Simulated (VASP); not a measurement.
Here is the system:

```
CELL_PARAMETERS angstrom
      0.00000     2.98570     2.98570
      2.98570     0.00000     2.98570
      2.98570     2.98570     0.00000
ATOMIC_POSITIONS crystal
  In 0.00000 0.00000 0.00000
  As 0.25000 0.25000 0.25000
```

Computed with LDA (Ceperley-Alder, Perdew-Zunger), VASP's LDA PAW potentials (set 64) (plane waves; VASP 6.6.1). Settings: 520 eV cut-off, 11×11×11 Γ-centred mesh, first-order Methfessel-Paxton smearing of 0.10 eV, potentials In_d As.

Give the stress tensor in GPa (positive for a compressed cell).

```
1.93  0.00  0.00
0.00  1.93  0.00
0.00  0.00  1.93
```
The pressure is its mean diagonal, 1.93 GPa.

The compound is InAs in the zinc blende structure. This cell is one point of a volume scan, at 0.97 of the reference volume.
